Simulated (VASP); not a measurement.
Input:

```
PbO
1.0
    4.05960     0.00000     0.00000
    0.00000     4.05960     0.00000
    0.00000     0.00000     5.12040
Pb O
2 2
Cartesian
  2.02980   0.00000   3.91711
  0.00000   2.02980   1.20329
  2.02980   2.02980   0.00000
  0.00000   0.00000   0.00000
```

Calculation: PBE GGA, VASP's PBE PAW potentials (set 64) (plane waves; VASP). Numerical set-up: PREC = Low, 520 eV cut-off, 5×5×4 Γ-centred mesh, Gaussian smearing of 0.050 eV, potentials Pb_d O.

Q: Give the force on each atom (eV/Å).

A: 
| atom | Fx | Fy | Fz |
|---|---|---|---|
| Pb1 | 0.000 | 0.000 | 0.298 |
| Pb2 | 0.000 | 0.000 | -0.298 |
| O3 | 0.000 | 0.000 | 0.000 |
| O4 | 0.000 | 0.000 | 0.000 |

Q: Give the stress tensor in GPa (positive for a compressed cell).

A: 
```
-0.13   0.00   0.00
 0.00  -0.13   0.00
 0.00   0.00  -0.15
```
The pressure is its mean diagonal, -0.13 GPa.

The compound is PbO in the litharge structure. The cell was not relaxed at this level. The run is one of a series of settings (PREC = Low against the base run), some of them coarse on purpose.
